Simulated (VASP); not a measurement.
Output of a VASP run:

### OUTCAR
```
 ion  position               nearest neighbor table
   1  0.000  0.000  0.000-   3 2.97   4 2.97   5 2.97   3 2.97   4 2.97   4 2.97   5 2.97   4 2.97
                             3 2.97   5 2.97   3 2.97   5 2.97   2 3.64   2 3.64   2 3.64   2 3.64
   2  0.500  0.500  0.500-   3 2.10   4 2.10   5 2.10   5 2.10   3 2.10   4 2.10   1 3.64   1 3.64
                             1 3.64   1 3.64   1 3.64   1 3.64   1 3.64   1 3.64
   3  0.500  0.000  0.500-   2 2.10   2 2.10   1 2.97   1 2.97   1 2.97   1 2.97
   4  0.000  0.500  0.500-   2 2.10   2 2.10   1 2.97   1 2.97   1 2.97   1 2.97
   5  0.500  0.500  0.000-   2 2.10   2 2.10   1 2.97   1 2.97   1 2.97   1 2.97
  LATTYP: Found a simple cubic cell.
 ALAT       =     4.2003566256
 Subroutine PRICEL returns:
 Original cell was already a primitive cell.
 Subroutine GETGRP returns: Found 48 space group operations
The static configuration has the point symmetry O_h .
The dynamic configuration has the point symmetry O_h .
 Subroutine INISYM returns: Found 48 space group operations
 Subroutine IBZKPT returns following result:
 Found     20 irreducible k-points:

 Following reciprocal coordinates:
            Coordinates               Weight
  0.000000  0.000000  0.000000      1.000000
  0.166667  0.000000  0.000000      6.000000
  0.333333  0.000000  0.000000      6.000000
  0.500000  0.000000  0.000000      3.000000
  0.166667  0.166667  0.000000     12.000000
  0.333333  0.166667  0.000000     24.000000
  0.500000  0.166667  0.000000     12.000000
  0.333333  0.333333  0.000000     12.000000
  0.500000  0.333333  0.000000     12.000000
  0.500000  0.500000  0.000000      3.000000
  0.166667  0.166667  0.166667      8.000000
  0.333333  0.166667  0.166667     24.000000
  0.500000  0.166667  0.166667     12.000000
  0.333333  0.333333  0.166667     24.000000
  0.500000  0.333333  0.166667     24.000000
  0.500000  0.500000  0.166667      6.000000
  0.333333  0.333333  0.333333      8.000000
  0.500000  0.333333  0.333333     12.000000
  0.500000  0.500000  0.333333      6.000000
  0.500000  0.500000  0.500000      1.000000
   k-points           NKPTS =     20   k-points in BZ     NKDIM =     20   number of bands    NBANDS=     23
   number of dos      NEDOS =    601   number of ions     NIONS =      5
   total plane-waves  NPLWV =  32768
   dimension x,y,z NGX =    32 NGY =   32 NGZ =   32
   dimension x,y,z NGXF=    64 NGYF=   64 NGZF=   64
   ions per type =               1   1   3
   PREC   = accura    normal or accurate (medium, high low for compatibility)
   ISTART =      0    job   : 0-new  1-cont  2-samecut
   ICHARG =      2    charge: 1-file 2-atom 10-const
   ISPIN  =      1    spin polarized calculation?
   LNONCOLLINEAR =      F non collinear calculations
   LSORBIT =      F    spin-orbit coupling
   INIWAV =      1    electr: 0-lowe 1-rand  2-diag
   ENCUT  =  520.0 eV  38.22 Ry    6.18 a.u.   7.81  7.81  7.81*2*pi/ulx,y,z
   NELM   =    100;   NELMIN=  2; NELMDL= -5     # of ELM steps
   EDIFF  = 0.1E-06   stopping-criterion for ELM
   LREAL  =      F    real-space projection
   NLSPLINE    = F    spline interpolate recip. space projectors
   LMAXMIX     =    6 max onsite mixed and CHGCAR
   VOSKOWN=      0    Vosko Wilk Nusair interpolation
   EDIFFG = 0.1E-05   stopping-criterion for IOM
   NSW    =      0    number of steps for IOM
   NBLOCK =      1;   KBLOCK =      1    inner block; outer block
   IBRION =     -1    ionic relax: 0-MD 1-quasi-New 2-CG
   NFREE  =      0    steps in history (QN), initial steepest desc. (CG)
   ISIF   =      2    stress and relaxation
   ISYM   =      2    0-nonsym 1-usesym 2-fastsym
   TEIN   =    0.0    initial temperature
   TEBEG  =    0.0;   TEEND  =   0.0 temperature during run
   SMASS  =  -3.00    Nose mass-parameter (am)
   PSTRESS=    0.0 pullay stress
   NELECT =      38.0000    total number of electrons
   EFERMI =   0.00;   METHOD = LEGACY
   ISMEAR =    -5;   SIGMA  =   0.20  broadening in eV -4-tet -1-fermi 0-gaus
   IALGO  =     38    algorithm
   LDIAG  =      T    sub-space diagonalisation (order eigenvalues)
   IMIX   =      4    mixing-type and parameters
     AMIX     =   0.40;   BMIX     =  1.00
     AMIX_MAG =   1.60;   BMIX_MAG =  1.00
...
```

**OSZICAR**
```
       N       E                     dE             d eps       ncg     rms          rms(c)
DAV:   1     0.234106658342E+03    0.23411E+03   -0.21418E+04   920   0.160E+03
DAV:   2    -0.391567853374E+02   -0.27326E+03   -0.26955E+03  1218   0.349E+02
DAV:   3    -0.510193461497E+02   -0.11863E+02   -0.11844E+02  1198   0.731E+01
DAV:   4    -0.512427888765E+02   -0.22344E+00   -0.22339E+00  1353   0.903E+00
DAV:   5    -0.512473505941E+02   -0.45617E-02   -0.45616E-02  1224   0.819E-01    0.562E+01
DAV:   6    -0.440033302242E+02    0.72440E+01   -0.45012E+01  1081   0.390E+01    0.508E+01
DAV:   7    -0.439000200327E+02    0.10331E+00   -0.26842E+00  1213   0.105E+01    0.332E+01
DAV:   8    -0.438816459101E+02    0.18374E-01   -0.47609E-01  1167   0.546E+00    0.567E+00
DAV:   9    -0.438577246844E+02    0.23921E-01   -0.16259E-01  1116   0.241E+00    0.151E+00
DAV:  10    -0.438572121036E+02    0.51258E-03   -0.13955E-02  1180   0.775E-01    0.574E-01
DAV:  11    -0.438570167493E+02    0.19535E-03   -0.11320E-03  1182   0.223E-01    0.164E-01
DAV:  12    -0.438570440675E+02   -0.27318E-04   -0.92611E-05  1196   0.650E-02    0.184E-01
DAV:  13    -0.438570481971E+02   -0.41297E-05   -0.16631E-05  1166   0.267E-02    0.144E-02
DAV:  14    -0.438570482687E+02   -0.71538E-07   -0.78413E-07  1230   0.567E-03
   1 F= -.43857048E+02 E0= -.43857048E+02  d E =0.000000E+00
```

File OUTCAR:
```
------------------------ aborting loop because EDIFF is reached ----------------------------------------
  FORCE on cell =-STRESS in cart. coord.  units (eV):
  Direction    XX          YY          ZZ          XY          YZ          ZX
  --------------------------------------------------------------------------------------
  Total       -0.0109626     -0.0109626     -0.0109626      0.0000000     -0.0000000      0.0000000
  in kB       -0.2370088     -0.2370088     -0.2370088      0.0000000     -0.0000000      0.0000000
  external PRESSURE =      -0.2370088 kB  Pullay stress =       0.0000000 kB
  volume of cell :       74.11
      direct lattice vectors                 reciprocal lattice vectors
     4.200356626  0.000000000  0.000000000     0.238075023  0.000000000  0.000000000
     0.000000000  4.200356626  0.000000000     0.000000000  0.238075023  0.000000000
     0.000000000  0.000000000  4.200356626     0.000000000  0.000000000  0.238075023
 POSITION                                       TOTAL-FORCE (eV/Angst)
 -----------------------------------------------------------------------------------
      0.00000      0.00000      0.00000         0.000000      0.000000      0.000000
      2.10018      2.10018      2.10018         0.000000      0.000000      0.000000
      2.10018      0.00000      2.10018         0.000000      0.000000      0.000000
      0.00000      2.10018      2.10018         0.000000      0.000000      0.000000
      2.10018      2.10018      0.00000         0.000000      0.000000      0.000000
 -----------------------------------------------------------------------------------
    total drift:                                0.000000     -0.000000     -0.000000
  FREE ENERGIE OF THE ION-ELECTRON SYSTEM (eV)
  ---------------------------------------------------
  free  energy   TOTEN  =       -43.8570482687 eV

  energy  without entropy=      -43.8570482687  energy(sigma->0) =      -43.85704827

 total charge

# of ion       s       p       d       tot
------------------------------------------
    1        2.003   5.631   0.267   7.901
    2        0.327   6.688   1.478   8.493
    3        1.554   3.490   0.000   5.044
    4        1.554   3.490   0.000   5.044
    5        1.554   3.490   0.000   5.044
--------------------------------------------------
tot          6.991  22.789   1.745  31.526
```
(Selected blocks of OUTCAR.)

POSCAR:
```
BaHfO3
1
    4.2003566256     0.0000000000     0.0000000000
    0.0000000000     4.2003566256     0.0000000000
    0.0000000000     0.0000000000     4.2003566256
Ba Hf O
1 1 3
Direct
  0.0000000000   0.0000000000   0.0000000000
  0.5000000000   0.5000000000   0.5000000000
  0.5000000000   0.0000000000   0.5000000000
  0.0000000000   0.5000000000   0.5000000000
  0.5000000000   0.5000000000   0.0000000000
```

**Question.** Reconstruct the remaining input files.

**Answer.** Several could match; the one computed here: the input of the run itself, PW91 GGA, plane waves, VASP's PBE PAW potentials (set 64).

KPOINTS:
```
Automatic mesh
0
Gamma
6 6 6
0 0 0
```

**INCAR**
```
ALGO=Normal
EDIFF=1E-7
ENCUT=520
GGA=91
ISIF=2
ISMEAR=-5
LASPH=.TRUE.
LCHARG=.TRUE.
LMAXMIX=6
LORBIT=11
LREAL=.FALSE.
LWAVE=.FALSE.
NEDOS=601
NELM=100
PREC=Accurate
SYSTEM=BaHfO3
```

POTCAR, in this order: Ba_sv Hf_pv O (PBE.64 set). Program: vasp_std.

The compound is BaHfO3 in the cubic perovskite structure. It was relaxed first.
